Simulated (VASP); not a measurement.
Input:

```yaml
crystal:
  lattice:
    - [3.23243, 0.00000, 0.00000]
    - [-1.61621, 2.79936, 0.00000]
    - [0.00000, 0.00000, 2.93227]
  atoms:
    - { symbol: Be, position: [0.00000, 0.00000, 0.00000] }
    - { symbol: S, position: [0.66667, 0.33333, 0.50000] }
```

Level of theory: r2SCAN meta-GGA, VASP's PBE PAW potentials (set 64) (plane waves; VASP). Numerical set-up: 400 eV cut-off, 15×15×14 Γ-centred mesh, tetrahedra with Blöchl corrections, potentials Be S.

Q: Give the energies of bands 2 to 7 at the high-symmetry points, in eV from the Fermi level.

A: 
```
band      Γ      M      K      A      L      H
----  -----  -----  -----  -----  -----  -----
2     -1.50  -8.00  -7.05  -8.56  -6.70  -6.37
3     -1.39  -3.30  -6.41   0.21  -6.12  -5.59
4     -1.39   0.28   0.58   0.21  -1.16  -3.78
5      3.64   2.80   6.58   5.78  -0.70   0.15
6      5.56   6.66   6.79   6.42   3.85   0.66
7      5.56   7.11   8.54   6.42   5.06   9.12
```

It has no gap at this level: it comes out as a metal or semimetal.

The structure was generated: BeS was put into the WC type (P-6m2), which need not be its known phase. It was relaxed first, which changed the volume by +22 %.
